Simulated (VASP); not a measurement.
**SrTiO3: energy against the displacement of an atom**

SrTiO3 (cubic perovskite, Pm-3m, 11.514 Å³/atom and stress up to 0.23 GPa in the relaxed cell, cube axes along x, y and z) under a displacement u of the O atom at (1.931, 1.931, 0.000) Å, one of 5 in the cell, and of all its periodic images, along (1, 1, 1). LDA in VASP (plane waves, PAW), 600 eV, 8×8×8 Γ-centred mesh, Gaussian smearing 0.05 eV; the cell and the other atoms are held.

Here q stands for square of the displacement and y for E less E0.

| square of the displacement (Å²) | E less E0 (meV/cell) |
|---|---|
| 0.0000 | 0.0 |
| 0.0004 | 1.4 |
| 0.0016 | 5.7 |
| 0.0049 | 17.6 |
| 0.0324 | ? |

Fit y of the 4 rows that show it with a straight line. Means: q 0.0017250, y 6.18. About the means, the sum of products is 0.053312 and the sum of squares of q is 1.4827e-5; the slope is their ratio. Least squares gives y = -0.03 + 3596·q. Residuals (row less fit): 0.03, -0.01, -0.02, 0.01; standard error 0.03 (degrees of freedom: 2). The runs give the same energy for u and −u. Twice the slope is the force constant of this zone-centre displacement, 7.19 ± 0.01 eV/Å².

Task: Predict the withheld y at q = 0.0324 from the fit, and compare with the calculation.

Result: y = -0.03 + 3596 × 0.0324 = 116.48 meV/cell. The calculation gives 118.8 meV/cell, 2.32 meV/cell above the prediction (2.0 % of the range of y in the table). The row lies outside the fitted rows, so this is an extrapolation. The scatter of the fitted rows lies at the last printed digit.

A polynomial of degree 2 through the 6 other runs of the series gives 118.9 there, so most of the miss is curvature that the fit leaves out. The primitive cell can neither tilt nor turn polar against its symmetry, as such crystals can under strain. SrTiO3 is here the ideal cubic form; the compound distorts at low or room temperature. Rows are the converged runs of the series near zero and its far end, less any whose ions stayed unrelaxed beside relaxed ones; series whose fitted rows scatter by over a few per cent of the range, as at a crossing or softening among them, aren't shown in this form. Most that stay on the fit to the last digits aren't either.
